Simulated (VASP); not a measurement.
Here is the system:

```
CELL_PARAMETERS angstrom
      5.68176     0.00000     0.00000
      0.00000     5.68176     0.00000
      0.00000     0.00000     5.68176
ATOMIC_POSITIONS crystal
  Ga 0.00477 0.00477 0.00477
  Ga 0.49523 0.49523 0.00477
  Ga 0.49523 0.00477 0.49523
  Ga 0.00477 0.49523 0.49523
  P  0.25000 0.25000 0.25000
  As 0.75000 0.75000 0.25000
  As 0.75000 0.25000 0.75000
  As 0.25000 0.75000 0.75000
```

Calculation: PBE GGA, VASP's PBE PAW potentials (set 64) (plane waves; VASP). Settings: 400 eV cut-off, 4×4×4 Γ-centred mesh, Gaussian smearing of 0.050 eV, potentials Ga_d P As.

**Question.** Predict the energy per atom (σ→0), band gap (on the k-mesh) with the smallest direct gap where there is one.

**Answer.** 
The band gap (on the k-mesh) comes out as 0.49 eV and the smallest direct gap (on the k-mesh) comes out as 0.49 eV. The energy per atom (σ→0) is -4.234 eV/atom.

The structure was generated: Ga4As3P was put into an ordered model structure (P-43m), which need not be its known phase. It was relaxed first.
